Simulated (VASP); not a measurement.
Computed with LDA (Ceperley-Alder, Perdew-Zunger), VASP's LDA PAW potentials (set 64) (plane waves; VASP).

VASP input:

KPOINTS:
```
Automatic mesh
0
Gamma
15 15 8
0 0 0
```

INCAR:
```
# general
SYSTEM  = Re
PREC    = Accurate
ENCUT   = 500
LREAL   = .FALSE.   # projection in real space or not
LASPH   = .TRUE.

# electronic loop
EDIFF   = 1E-6   # SCF stop (eV)
NELM    = 100   # most electronic steps
ALGO    = Normal   # blocked Davidson
LMAXMIX = 6

# smearing
ISMEAR  = 1   # Methfessel-Paxton
SIGMA   = 0.1   # width (eV)

# ions
IBRION  = 2   # conjugate gradients
NSW     = 40
ISIF    = 3
EDIFFG  = -0.02   # ionic stop
PSTRESS = 200   # kbar

# output
LWAVE   = .FALSE.
LCHARG  = .FALSE.
```

File POSCAR:
```
Re
1
    1.3493383884    -2.3371225328     0.0000000000
    1.3493383884     2.3371225328    -0.0000000000
    0.0000000000     0.0000000000     4.3681558191
Re
2
Direct
  0.3333330000   0.6666670000   0.2500000000
  0.6666670000   0.3333330000   0.7500000000
```

POTCAR, in this order: Re (LDA.64 set). Program: vasp_std.

Output of the run:

OSZICAR:
```
       N       E                     dE             d eps       ncg     rms          rms(c)
DAV:   1     0.937177998172E+02    0.93718E+02   -0.61457E+03  3451   0.128E+03
DAV:   2    -0.205391876732E+02   -0.11426E+03   -0.10302E+03  4461   0.478E+02
DAV:   3    -0.284909318473E+02   -0.79517E+01   -0.68532E+01  4941   0.154E+02
DAV:   4    -0.288180388676E+02   -0.32711E+00   -0.29408E+00  5142   0.222E+01
DAV:   5    -0.288256932427E+02   -0.76544E-02   -0.74016E-02  4976   0.268E+00    0.482E+01
DAV:   6    -0.278231669664E+02    0.10025E+01   -0.87641E-01  5152   0.167E+01    0.219E+01
DAV:   7    -0.274646723590E+02    0.35849E+00   -0.69969E-01  5190   0.142E+01    0.468E-01
DAV:   8    -0.274553806840E+02    0.92917E-02   -0.69544E-03  4915   0.962E-01    0.141E-01
DAV:   9    -0.274544079496E+02    0.97273E-03   -0.61909E-04  4626   0.275E-01    0.423E-02
DAV:  10    -0.274544051617E+02    0.27880E-05   -0.61326E-05  4819   0.906E-02    0.326E-02
DAV:  11    -0.274544057058E+02   -0.54414E-06   -0.77933E-07  2657   0.204E-02
   1 F= -.24015265E+02 E0= -.24015036E+02  d E =-.240153E+02
```

### OUTCAR
```
------------------------ aborting loop because EDIFF is reached ----------------------------------------
  FORCE on cell =-STRESS in cart. coord.  units (eV):
  Direction    XX          YY          ZZ          XY          YZ          ZX
  --------------------------------------------------------------------------------------
  Total        3.4307397      3.4307393      3.4175392      0.0000000      0.0000000      0.0000000
  in kB      199.5114712    199.5114520    198.7438110      0.0000000      0.0000000      0.0000000
  external PRESSURE =      -0.7444219 kB  Pullay stress =     200.0000000 kB
  volume of cell :       27.55
      direct lattice vectors                 reciprocal lattice vectors
     1.349338388 -2.337122533  0.000000000     0.370551971 -0.213938291  0.000000000
     1.349338388  2.337122533  0.000000000     0.370551971  0.213938291  0.000000000
     0.000000000  0.000000000  4.368155819     0.000000000  0.000000000  0.228929562
 POSITION                                       TOTAL-FORCE (eV/Angst)
 -----------------------------------------------------------------------------------
      1.34934      0.77904      1.09204         0.000000     -0.000000      0.000000
      1.34934     -0.77904      3.27612        -0.000000      0.000000      0.000000
 -----------------------------------------------------------------------------------
    total drift:                               -0.000000      0.000004     -0.000016
  FREE ENERGIE OF THE ION-ELECTRON SYSTEM (eV)
  ---------------------------------------------------
  free  energy   TOTEN  =       -27.4544057058 eV

  energy  without entropy=      -27.4537184168  energy(sigma->0) =      -27.45417661
  enthalpy is  TOTEN    =       -24.0152654349 eV   P V=        3.4391402709

 reached required accuracy - stopping structural energy minimisation
```
(Selected blocks of OUTCAR.)

OUTCAR:
```
 val. band max:        8.6634515347   @ k =   0.3333   0.3333   0.0000

 cond. band min:       8.6824523674   @ k =   0.1333   0.1333   0.3750


 Fermi energy:         8.6758648168

 k-point     1 :       0.0000    0.0000    0.0000
  band No.  band energies     occupation
      1      -1.5388      2.00000
      2       1.5912      2.00000
      3       6.8868      2.00000
      4       6.9145      2.00000
      5       6.9146      2.00000
      6       7.8367      2.00000
      7       7.8367      2.00000
      8       8.8818     -0.01313
      9       8.8818     -0.01312
     10       9.5878     -0.00000
     11      12.3577      0.00000

 k-point     2 :       0.0667    0.0000    0.0000
  band No.  band energies     occupation
      1      -1.3408      2.00000
      2       1.7781      2.00000
      3       6.4169      2.00000
      4       7.0981      2.00000
      5       7.3174      2.00000
      6       7.6950      2.00000
      7       8.0111      2.00000
      8       8.4920      2.02600
      9       8.7241      0.27973
     10       9.0693     -0.00000
     11      12.4681      0.00000

 k-point     3 :       0.1333    0.0000    0.0000
  band No.  band energies     occupation
      1      -0.7745      2.00000
      2       2.2810      2.00000
      3       5.8551      2.00000
      4       7.2363      2.00000
      5       7.2714      2.00000
      6       7.6395      2.00000
      7       7.8720      2.00000
      8       8.3314      2.00001
      9       8.5235      2.05313
     10       8.6862      0.82546
     11      12.7237      0.00000

 k-point     4 :       0.2000    0.0000    0.0000
  band No.  band energies     occupation
      1       0.0705      2.00000
      2       2.8596      2.00000
      3       5.4321      2.00000
      4       5.9331      2.00000
      5       6.8656      2.00000
      6       7.8467      2.00000
      7       8.3062      2.00000
      8       8.5099      2.04063
      9       8.5830      2.03197
...
```

Unless said otherwise, spin-orbit coupling is left out, though it shifts the bands of the heavy elements here.

The compound is Re in the hcp structure. It was relaxed first under an external pressure of 20 GPa.
